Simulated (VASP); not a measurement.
Given:

```xyz
3
Lattice="0.0000 2.9976 2.9976 2.9976 0.0000 2.9976 2.9976 2.9976 0.0000" Properties=species:S:1:pos:R:3 pbc="T T T"
Al     1.4988     1.4988     1.4988
Al     4.4965     4.4965     4.4965
Au     0.0000     0.0000     0.0000
```

Method: PBE GGA, VASP's PBE PAW potentials (set 64) (plane waves; VASP). Run with 480 eV cut-off, 8×8×8 Γ-centred mesh, first-order Methfessel-Paxton smearing of 0.10 eV, potentials Al Au.

Problem. Give the stress tensor in GPa (positive for a compressed cell).

Solution. 
```
3.26  0.00  0.00
0.00  3.26  0.00
0.00  0.00  3.26
```
The pressure is its mean diagonal, 3.26 GPa.

The compound is AuAl2 in the fluorite structure. This cell was strained or had an atom moved on purpose. The electron count is odd and the run is not spin-polarised, which forces a metal.
